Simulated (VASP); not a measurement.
Wanted: the native input for a VASP 6.6.1 run.

```yaml
Task: single point
Functional: PBE
Potentials_or_basis: VASP PAW PBE potentials, release 64 (C)
Cutoff: 520 eV
k_mesh: 10 × 10 × 10
Occupations: gaussian, width 0.02 eV
Spin: no spin polarisation
Further_INCAR_settings: ALGO = Normal; EDIFF = 1e-07
```

The structure of C lies in POSCAR:

```
C
1.0
    0.0000000000      1.7833700000      1.7833700000
    1.7833700000      0.0000000000      1.7833700000
    1.7833700000      1.7833700000      0.0000000000
C
2
Direct
    0.0000000000      0.0000000000      0.0000000000
    0.2500000000      0.2500000000      0.2500000000
```

This isn't the form of C at room conditions, which is graphite.

The input as run:

INCAR

```
SYSTEM = C
  ALGO = Normal
  EDIFF = 1E-7
  ENCUT = 520
  GGA = PE
  ISIF = 2
  ISMEAR = 0
  LASPH = .True.
  LCHARG = .False.
  LREAL = .False.
  LWAVE = .False.
  NELM = 100
  PREC = Accurate
  SIGMA = 0.02
```

KPOINTS

```
k-points
0
Gamma
  10 10 10
  0 0 0
```

Potentials or basis: VASP PAW PBE potentials, release 64 (C).

Run with:

```sh
$ cat potpaw_PBE.64/C/POTCAR > POTCAR
$ mpirun -np 1 vasp_std > vasp.out
```

It gave:

| Property | Result |
| --- | --- |
| Pressure | 2.5 GPa |
| Band gap on the k mesh | 4.17 eV, indirect (least direct gap 5.59 eV) |

It took 7.5 s on 1 thread of Intel(R) Xeon(R) Platinum 8259CL CPU @ 2.50GHz (Skylake/Cascade Lake), on a shared host, peak memory 0.12 GiB.
